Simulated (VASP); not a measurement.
A convergence study with VASP on PbS (rock salt): one setting is varied, all else stays as given below, so the limit is that of these other settings.

```
CELL_PARAMETERS angstrom
      0.00000     2.97000     2.97000
      2.97000     0.00000     2.97000
      2.97000     2.97000     0.00000
ATOMIC_POSITIONS crystal
  Pb 0.00000 0.00000 0.00000
  S  0.50000 0.50000 0.50000
```

Method: LDA (Ceperley-Alder, Perdew-Zunger), VASP's LDA PAW potentials (set 64) (plane waves; VASP 6.6.1). The tightest run used: 550 eV cut-off, 13×13×13 Monkhorst-Pack mesh, Gaussian smearing of 0.050 eV, potentials Pb_d S.

The settings run are 1×1×1 mesh; 2×2×2 mesh; 3×3×3 mesh; 4×4×4 mesh; 5×5×5 mesh; 6×6×6 mesh; 7×7×7 mesh; 8×8×8 mesh; 9×9×9 mesh; 10×10×10 mesh; 11×11×11 mesh; 12×12×12 mesh; 13×13×13 mesh. From which on does the energy per atom stay within 0.001 eV/atom of the tightest run?

From 8×8×8 mesh on: it is off by 0.0000 there and by no more than 0.001 in any finer run, while 7×7×7 mesh is off by 0.0015.
| setting | E (eV/atom) | pressure (GPa) | irreducible k-points | difference judged (eV/atom) |
|---|---|---|---|---|
| 1×1×1 mesh | -2.6979 | 17.52 | 1 | 2.2910 |
| 2×2×2 mesh | -5.2663 | -5.57 | 2 | 0.2773 |
| 3×3×3 mesh | -5.0519 | -3.86 | 4 | 0.0630 |
| 4×4×4 mesh | -4.9992 | -2.91 | 10 | 0.0103 |
| 5×5×5 mesh | -4.9967 | -2.98 | 10 | 0.0078 |
| 6×6×6 mesh | -4.9892 | -2.76 | 28 | 0.0003 |
| 7×7×7 mesh | -4.9904 | -2.83 | 20 | 0.0015 |
| 8×8×8 mesh | -4.9889 | -2.76 | 60 | 0.0000 |
| 9×9×9 mesh | -4.9893 | -2.78 | 35 | 0.0004 |
| 10×10×10 mesh | -4.9889 | -2.75 | 110 | 0.0000 |
| 11×11×11 mesh | -4.9890 | -2.77 | 56 | 0.0001 |
| 12×12×12 mesh | -4.9889 | -2.75 | 182 | 0.0001 |
| 13×13×13 mesh | -4.9889 | -2.76 | 84 | 0.0000 |

Left out are rungs that failed or repeat a setting and relaxations that didn't move; long series are thinned to 24 rows.

The compound is PbS in the rock salt structure. The cell was not relaxed at this level.
